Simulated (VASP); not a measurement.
Computed with LDA (Ceperley-Alder, Perdew-Zunger), VASP's LDA PAW potentials (set 64) (plane waves; VASP).

VASP input:

File KPOINTS:
```
Automatic mesh
0
Gamma
9 9 9
0 0 0
```

INCAR:
```
ALGO = Normal
EDIFF = 1E-6
EDIFFG = -0.02
ENCUT = 620
IBRION = 2
ISIF = 3
ISMEAR = 0
ISPIN = 2
LASPH = .TRUE.
LCHARG = .FALSE.
LMAXMIX = 4
LORBIT = 10
LREAL = .FALSE.
LWAVE = .FALSE.
MAGMOM = 1.1 -1.1 0.0 0.0
NELM = 100
NSW = 40
PREC = Accurate
PSTRESS = 50
SIGMA = 0.05
SYSTEM = NiO
```

POSCAR:
```
NiO
1.0
  4.0493508187   2.0130807759   2.0130807759
  2.0130807759   4.0493508187   2.0130807759
  2.0130807759   2.0130807759   4.0493508187
Ni O
2 2
Cartesian
  2.0130807759   4.0493508187   2.0130807759
  4.0377561853   4.0377561853   4.0377561853
  2.0188780926   2.0188780926   2.0188780926
  6.0566342779   6.0566342779   6.0566342779
```

POTCAR, in this order: Ni O (LDA.64 set). Program: vasp_std.

Output of the run:

OSZICAR:
```
       N       E                     dE             d eps       ncg     rms          rms(c)
DAV:   1     0.269763361860E+03    0.26976E+03   -0.17823E+04  6976   0.247E+03
DAV:   2     0.900453463805E-01   -0.26967E+03   -0.25325E+03  6980   0.442E+02
DAV:   3    -0.301601762602E+02   -0.30250E+02   -0.28641E+02  7744   0.166E+02
DAV:   4    -0.311681590204E+02   -0.10080E+01   -0.10005E+01  7660   0.317E+01
DAV:   5    -0.311971145692E+02   -0.28956E-01   -0.28942E-01  8092   0.509E+00    0.220E+01
DAV:   6    -0.285661539722E+02    0.26310E+01   -0.36953E+01 10112   0.107E+02    0.208E+01
DAV:   7    -0.270077515542E+02    0.15584E+01   -0.72095E+00  8964   0.786E+01    0.987E+00
DAV:   8    -0.271031371717E+02   -0.95386E-01   -0.18993E+00  7636   0.122E+01    0.596E+00
DAV:   9    -0.270289802042E+02    0.74157E-01   -0.11307E-01 11128   0.948E+00    0.117E+00
DAV:  10    -0.270361961988E+02   -0.72160E-02   -0.52398E-02  8936   0.303E+00    0.620E-01
DAV:  11    -0.270365846839E+02   -0.38849E-03   -0.61857E-03  9032   0.238E+00    0.149E-01
DAV:  12    -0.270367667012E+02   -0.18202E-03   -0.16767E-03  8784   0.433E-01    0.856E-02
DAV:  13    -0.270367385922E+02    0.28109E-04   -0.17891E-04 11428   0.211E-01    0.235E-02
DAV:  14    -0.270367421059E+02   -0.35137E-05   -0.27633E-05  8920   0.855E-02    0.205E-02
DAV:  15    -0.270367405627E+02    0.15432E-05   -0.57164E-06  7636   0.510E-02    0.398E-03
DAV:  16    -0.270367407483E+02   -0.18568E-06   -0.20137E-06  4652   0.143E-02
   1 F= -.25991779E+02 E0= -.25991779E+02  d E =-.259918E+02  mag=     0.0000
       N       E                     dE             d eps       ncg     rms          rms(c)
DAV:   1    -0.274694641487E+02   -0.43272E+00   -0.93536E+00  8388   0.452E+01    0.540E+00
DAV:   2    -0.270573448212E+02    0.41212E+00   -0.19353E+00  8640   0.259E+01    0.314E+00
DAV:   3    -0.270113022686E+02    0.46043E-01   -0.20201E-01  9812   0.109E+01    0.191E+00
DAV:   4    -0.269988837039E+02    0.12419E-01   -0.36333E-02  9312   0.343E+00    0.628E-01
DAV:   5    -0.269949907613E+02    0.38929E-02   -0.77182E-03 11556   0.163E+00    0.355E-01
DAV:   6    -0.269938093356E+02    0.11814E-02   -0.29834E-03  7272   0.760E-01    0.106E-01
DAV:   7    -0.269937409733E+02    0.68362E-04   -0.42516E-04 10420   0.241E-01    0.447E-02
DAV:   8    -0.269937449918E+02   -0.40184E-05   -0.40375E-05  7600   0.763E-02    0.213E-02
DAV:   9    -0.269937442369E+02    0.75483E-06   -0.43393E-06  7448   0.275E-02
   2 F= -.25990617E+02 E0= -.25990617E+02  d E =0.116256E-02  mag=     0.0000
       N       E                     dE             d eps       ncg     rms          rms(c)
DAV:   1    -0.271500793415E+02   -0.15633E+00   -0.24604E+00  8560   0.235E+01    0.271E+00
DAV:   2    -0.270452962646E+02    0.10478E+00   -0.48809E-01  8248   0.141E+01    0.171E+00
DAV:   3    -0.270317672931E+02    0.13529E-01   -0.57522E-02 10064   0.573E+00    0.956E-01
DAV:   4    -0.270285673476E+02    0.31999E-02   -0.98294E-03  9400   0.174E+00    0.331E-01
DAV:   5    -0.270276122940E+02    0.95505E-03   -0.20081E-03 11456   0.786E-01    0.186E-01
DAV:   6    -0.270273192045E+02    0.29309E-03   -0.79005E-04  8192   0.441E-01    0.502E-02
DAV:   7    -0.270273050957E+02    0.14109E-04   -0.14383E-04  9392   0.107E-01    0.227E-02
DAV:   8    -0.270273051324E+02   -0.36699E-07   -0.71692E-06  7824   0.571E-02
   3 F= -.26003068E+02 E0= -.26003068E+02  d E =-.112886E-01  mag=    -0.0000
```

### OUTCAR
```
------------------------ aborting loop because EDIFF is reached ----------------------------------------
  FORCE on cell =-STRESS in cart. coord.  units (eV):
  Direction    XX          YY          ZZ          XY          YZ          ZX
  --------------------------------------------------------------------------------------
  Total        0.9930710      0.9930710      0.9930710     -0.0371368     -0.0371368     -0.0371368
  in kB       48.4785686     48.4785686     48.4785686     -1.8128983     -1.8128983     -1.8128983
  external PRESSURE =      -1.5214314 kB  Pullay stress =      50.0000000 kB
  volume of cell :       32.82
      direct lattice vectors                 reciprocal lattice vectors
     4.021598601  1.998473414  1.998473414     0.371093490 -0.123191296 -0.123191296
     1.998473414  4.021598601  1.998473414    -0.123191296  0.371093490 -0.123191296
     1.998473414  1.998473414  4.021598601    -0.123191296 -0.123191296  0.371093490
 POSITION                                       TOTAL-FORCE (eV/Angst)
 -----------------------------------------------------------------------------------
      0.00000      0.00000      0.00000        -0.000000     -0.000000      0.000000
      4.00927      4.00927      4.00927        -0.000000     -0.000000      0.000000
      2.00464      2.00464      2.00464        -0.000000      0.000000      0.000000
      6.01391      6.01391      6.01391         0.000000      0.000000     -0.000000
 -----------------------------------------------------------------------------------
    total drift:                                0.000000     -0.000000     -0.000000
  FREE ENERGIE OF THE ION-ELECTRON SYSTEM (eV)
  ---------------------------------------------------
  free  energy   TOTEN  =       -27.0273051324 eV

  energy  without entropy=      -27.0273051323  energy(sigma->0) =      -27.02730513
  enthalpy is  TOTEN    =       -26.0030679694 eV   P V=        1.0242371631

 total charge

# of ion       s       p       d       tot
------------------------------------------
    1        0.370   0.494   8.398   9.262
    2        0.370   0.494   8.398   9.262
    3        1.550   3.426   0.000   4.976
    4        1.550   3.426   0.000   4.976
--------------------------------------------------
tot          3.841   7.840  16.796  28.477

 magnetization (x)

# of ion       s       p       d       tot
------------------------------------------
    1       -0.011  -0.014   1.088   1.063
    2        0.011   0.014  -1.088  -1.063
    3        0.000   0.000   0.000   0.000
    4        0.000   0.000   0.000   0.000
--------------------------------------------------
tot          0.000   0.000   0.000   0.000

 reached required accuracy - stopping structural energy minimisation
```
(Selected blocks of OUTCAR.)

CONTCAR:
```
NiO
   1.00000000000000
     4.0215986008943387    1.9984734143765797    1.9984734143765794
     1.9984734143765797    4.0215986008943387    1.9984734143765794
     1.9984734143765797    1.9984734143765794    4.0215986008943387
  Ni              O
     2     2
Direct
     0.0000000000000000    0.0000000000000000    0.0000000000000000
     0.5000000000000000    0.5000000000000000    0.5000000000000000
     0.2500000000000000    0.2500000000000000    0.2500000000000000
     0.7500000000000000    0.7500000000000000    0.7500000000000000
```

The compound is NiO in the rock salt, AFM-II order structure. This run relaxes it under an external pressure of 5 GPa. Symmetry was kept, so distortions that lower it aren't found.
